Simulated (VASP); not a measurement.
Computed with r2SCAN meta-GGA, VASP's PBE PAW potentials (set 64) (plane waves; VASP).

A VASP calculation is set up with these files.

### POSCAR
```
Te
1
    2.3400291641    -4.0530490675     0.0000000000
    2.3400291641     4.0530490675     0.0000000000
    0.0000000000     0.0000000000     5.9143788170
Te
3
Direct
  0.0000000000   0.2544466477   0.6666670000
  0.7455533523   0.7455533523   0.0000000000
  0.2544466477   0.0000000000   0.3333330000
```

INCAR:
```
SYSTEM = Te
PREC = Accurate; ENCUT = 480; LREAL = .FALSE.
LASPH = .TRUE.
EDIFF = 1E-7; NELM = 100; ALGO = Normal
LMAXMIX = 4; LMIXTAU = .TRUE.
ISMEAR = 0; SIGMA = 0.05
METAGGA = R2SCAN
IBRION = 2; NSW = 30; ISIF = 2
EDIFFG = -0.01
LWAVE = .FALSE.; LCHARG = .FALSE.
```

File KPOINTS:
```
kpoints
0
G
  6 6 4
0 0 0
```

POTCAR, in this order: Te (PBE.64 set). Program: vasp_std.

The run wrote:

OSZICAR:
```
       N       E                     dE             d eps       ncg     rms          rms(c)
DAV:   1     0.703328774202E+01    0.70333E+01   -0.63976E+03   624   0.105E+03
DAV:   2    -0.740451433145E+02   -0.81078E+02   -0.77879E+02   843   0.153E+02
DAV:   3    -0.792507119764E+02   -0.52056E+01   -0.51702E+01   744   0.445E+01
DAV:   4    -0.793352840097E+02   -0.84572E-01   -0.84529E-01   771   0.698E+00
DAV:   5    -0.793367896382E+02   -0.15056E-02   -0.15056E-02   765   0.905E-01    0.904E+00
DAV:   6    -0.771469978801E+02    0.21898E+01   -0.24220E-01   624   0.477E+00    0.679E+00
DAV:   7    -0.748819152337E+02    0.22651E+01   -0.13104E+00   629   0.708E+00    0.449E+00
DAV:   8    -0.761753777346E+02   -0.12935E+01   -0.62659E-01   624   0.620E+00    0.587E-01
DAV:   9    -0.760529770192E+02    0.12240E+00   -0.11436E-01   624   0.299E+00    0.159E-01
DAV:  10    -0.762322835631E+02   -0.17931E+00   -0.50260E-02   624   0.192E+00    0.277E-01
DAV:  11    -0.762324476629E+02   -0.16410E-03   -0.42559E-04   739   0.175E-01    0.262E-01
DAV:  12    -0.762277059745E+02    0.47417E-02   -0.59108E-03   624   0.806E-01    0.414E-01
DAV:  13    -0.762319314075E+02   -0.42254E-02   -0.18240E-03   634   0.316E-01    0.392E-01
DAV:  14    -0.762341274739E+02   -0.21961E-02   -0.79569E-04   624   0.282E-01    0.312E-01
DAV:  15    -0.762330739136E+02    0.10536E-02   -0.13621E-03   624   0.442E-01    0.258E-01
DAV:  16    -0.762342328185E+02   -0.11589E-02   -0.64754E-04   624   0.268E-01    0.239E-01
DAV:  17    -0.762341143971E+02    0.11842E-03   -0.32423E-05   654   0.527E-02    0.209E-01
DAV:  18    -0.762342063114E+02   -0.91914E-04   -0.70698E-05   624   0.825E-02    0.195E-01
DAV:  19    -0.762342029794E+02    0.33320E-05   -0.22771E-06   714   0.103E-02    0.187E-01
DAV:  20    -0.762341655618E+02    0.37418E-04   -0.13004E-05   629   0.230E-02    0.160E-01
DAV:  21    -0.762341564864E+02    0.90754E-05   -0.23553E-06   624   0.127E-02    0.139E-01
DAV:  22    -0.762341560759E+02    0.41051E-06   -0.49137E-08   367   0.248E-03    0.138E-01
DAV:  23    -0.762341186876E+02    0.37388E-04   -0.87531E-06   624   0.210E-02    0.110E-01
DAV:  24    -0.762340809518E+02    0.37736E-04   -0.36096E-05   639   0.347E-02    0.685E-02
DAV:  25    -0.762340688513E+02    0.12100E-04   -0.79455E-06   700   0.156E-02    0.431E-02
DAV:  26    -0.762340651148E+02    0.37364E-05   -0.66905E-06   639   0.157E-02    0.192E-02
DAV:  27    -0.762340619822E+02    0.31327E-05   -0.26939E-06   624   0.107E-02    0.238E-03
DAV:  28    -0.762340624600E+02   -0.47778E-06   -0.13795E-07   447   0.352E-03    0.178E-03
DAV:  29    -0.762340621286E+02    0.33139E-06   -0.97983E-08   332   0.314E-03    0.140E-03
DAV:  30    -0.762340624679E+02   -0.33935E-06   -0.49443E-08   312   0.224E-03    0.226E-04
DAV:  31    -0.762340624786E+02   -0.10659E-07   -0.98538E-09   312   0.103E-03
   1 F= -.76234062E+02 E0= -.76234062E+02  d E =-.762341E+02
       N       E                     dE             d eps       ncg     rms          rms(c)
DAV:   1    -0.762369163919E+02   -0.28539E-02   -0.10694E-01   624   0.195E+00    0.210E-01
DAV:   2    -0.762377248021E+02   -0.80841E-03   -0.41584E-03   694   0.463E-01    0.426E-02
DAV:   3    -0.762377480750E+02   -0.23273E-04   -0.68961E-05   787   0.754E-02    0.370E-02
DAV:   4    -0.762377575154E+02   -0.94405E-05   -0.13234E-05   674   0.318E-02    0.203E-02
DAV:   5    -0.762377583213E+02   -0.80590E-06   -0.84917E-06   634   0.272E-02    0.393E-03
DAV:   6    -0.762377595256E+02   -0.12043E-05   -0.47076E-06   624   0.207E-02    0.471E-03
DAV:   7    -0.762377604527E+02   -0.92703E-06   -0.52389E-07   674   0.750E-03    0.138E-03
DAV:   8    -0.762377602490E+02    0.20370E-06   -0.49686E-08   317   0.257E-03    0.102E-03
DAV:   9    -0.762377604463E+02   -0.19737E-06   -0.13569E-08   312   0.110E-03    0.391E-04
DAV:  10    -0.762377604187E+02    0.27676E-07   -0.17442E-09   312   0.437E-04
   2 F= -.76237760E+02 E0= -.76237760E+02  d E =-.369794E-02
       N       E                     dE             d eps       ncg     rms          rms(c)
DAV:   1    -0.762384381368E+02   -0.67769E-03   -0.22591E-01   624   0.283E+00    0.315E-01
DAV:   2    -0.762401463866E+02   -0.17082E-02   -0.88355E-03   704   0.675E-01    0.634E-02
DAV:   3    -0.762401909669E+02   -0.44580E-04   -0.14610E-04   777   0.110E-01    0.545E-02
DAV:   4    -0.762402080857E+02   -0.17119E-04   -0.28501E-05   684   0.467E-02    0.299E-02
DAV:   5    -0.762402083851E+02   -0.29939E-06   -0.18046E-05   634   0.399E-02    0.592E-03
DAV:   6    -0.762402119720E+02   -0.35868E-05   -0.10200E-05   624   0.307E-02    0.701E-03
DAV:   7    -0.762402140129E+02   -0.20410E-05   -0.11886E-06   684   0.113E-02    0.203E-03
DAV:   8    -0.762402137135E+02    0.29949E-06   -0.10457E-07   357   0.373E-03    0.152E-03
DAV:   9    -0.762402140256E+02   -0.31218E-06   -0.28573E-08   312   0.163E-03    0.540E-04
DAV:  10    -0.762402139858E+02    0.39856E-07   -0.37862E-09   312   0.650E-04
   3 F= -.76240214E+02 E0= -.76240214E+02  d E =-.615151E-02
       N       E                     dE             d eps       ncg     rms          rms(c)
DAV:   1    -0.762402125475E+02    0.14781E-05   -0.66239E-03   624   0.486E-01    0.542E-02
DAV:   2    -0.762402645223E+02   -0.51975E-04   -0.25990E-04   699   0.116E-01    0.113E-02
DAV:   3    -0.762402672709E+02   -0.27486E-05   -0.43502E-06   782   0.189E-02    0.967E-03
DAV:   4    -0.762402687990E+02   -0.15281E-05   -0.87182E-07   679   0.818E-03    0.525E-03
DAV:   5    -0.762402692001E+02   -0.40109E-06   -0.56783E-07   634   0.711E-03    0.999E-04
DAV:   6    -0.762402689926E+02    0.20745E-06   -0.33207E-07   608   0.555E-03    0.115E-03
DAV:   7    -0.762402690608E+02   -0.68180E-07   -0.36788E-08   312   0.198E-03
   4 F= -.76240269E+02 E0= -.76240269E+02  d E =-.620658E-02
```

File OUTCAR:
```
------------------------ aborting loop because EDIFF is reached ----------------------------------------
  FORCE on cell =-STRESS in cart. coord.  units (eV):
  Direction    XX          YY          ZZ          XY          YZ          ZX
  --------------------------------------------------------------------------------------
  Total       -0.2452753     -0.2452753     -0.3496362      0.0000000     -0.0000000      0.0000000
  in kB       -3.5028550     -3.5028544     -4.9932656      0.0000000     -0.0000000      0.0000000
  external PRESSURE =      -3.9996583 kB  Pullay stress =       0.0000000 kB
  volume of cell :      112.19
      direct lattice vectors                 reciprocal lattice vectors
     2.340029164 -4.053049067  0.000000000     0.213672551 -0.123363915  0.000000000
     2.340029164  4.053049067  0.000000000     0.213672551  0.123363915  0.000000000
     0.000000000  0.000000000  5.914378817     0.000000000  0.000000000  0.169079464
 POSITION                                       TOTAL-FORCE (eV/Angst)
 -----------------------------------------------------------------------------------
      2.92401     -3.04157      3.94292         0.000450      0.000779      0.000000
      3.51210      0.00000      5.91438        -0.000899      0.000000     -0.000000
      2.92401      3.04157      1.97146         0.000450     -0.000779     -0.000000
 -----------------------------------------------------------------------------------
    total drift:                               -0.000160     -0.000397      0.000011
  FREE ENERGIE OF THE ION-ELECTRON SYSTEM (eV)
  ---------------------------------------------------
  free  energy   TOTEN  =       -76.2402690608 eV

  energy  without entropy=      -76.2402690608  energy(sigma->0) =      -76.24026906

 reached required accuracy - stopping structural energy minimisation
```
(Selected blocks of OUTCAR.)

### CONTCAR
```
Te
   1.00000000000000
     2.3400291641000002   -4.0530490674999999    0.0000000000000000
     2.3400291641000002    4.0530490674999999    0.0000000000000000
     0.0000000000000000    0.0000000000000000    5.9143788170000002
  Te
     3
Direct
     1.0000000000000000    0.2495604050150814    0.6666669999999968
     0.7504395949849186    0.7504395949849186    1.0000000000000000
     0.2495604050150814    1.0000000000000000    0.3333330000000032
```

OUTCAR:
```
 val. band max:        4.5362942510   @ k =   0.3333   0.3333   0.5000

 cond. band min:       5.1568506828   @ k =   0.3333   0.3333   0.5000


 Fermi energy:         4.7866151317

 k-point     1 :       0.0000    0.0000    0.0000
  band No.  band energies     occupation
      1      -9.1361      2.00000
      2      -5.7808      2.00000
      3      -5.7808      2.00000
      4       1.4502      2.00000
      5       1.5997      2.00000
      6       1.5997      2.00000
      7       2.9682      2.00000
      8       2.9682      2.00000
      9       4.0243      2.00000
     10       5.8842      0.00000
     11       5.8842      0.00000
     12       6.3922      0.00000
     13      10.0793      0.00000

 k-point     2 :       0.1667    0.0000    0.0000
  band No.  band energies     occupation
      1      -8.9953      2.00000
      2      -5.8635      2.00000
      3      -5.7517      2.00000
      4       0.6359      2.00000
      5       1.1173      2.00000
      6       1.5169      2.00000
      7       3.1599      2.00000
      8       3.4966      2.00000
      9       3.8929      2.00000
     10       5.8182      0.00000
     11       5.9060      0.00000
     12       6.4592      0.00000
     13       9.7056      0.00000

 k-point     3 :       0.3333   -0.0000    0.0000
  band No.  band energies     occupation
      1      -8.6511      2.00000
      2      -6.1378      2.00000
      3      -5.6881      2.00000
      4       0.0356      2.00000
      5       0.5772      2.00000
      6       1.2427      2.00000
      7       2.4915      2.00000
      8       3.3784      2.00000
      9       3.7362      2.00000
     10       5.9484      0.00000
     11       6.1343      0.00000
     12       7.5154      0.00000
     13       8.8547      0.00000

 k-point     4 :       0.5000    0.0000    0.0000
  band No.  band energies     occupation
      1      -8.4246      2.00000
      2      -6.3539      2.00000
      3      -5.6538      2.00000
...
```

Unless said otherwise, spin-orbit coupling is left out, though it shifts the bands of the heavy elements here.

The compound is Te in the trig structure. This cell was strained or had an atom moved on purpose. Symmetry was kept, so distortions that lower it aren't found.
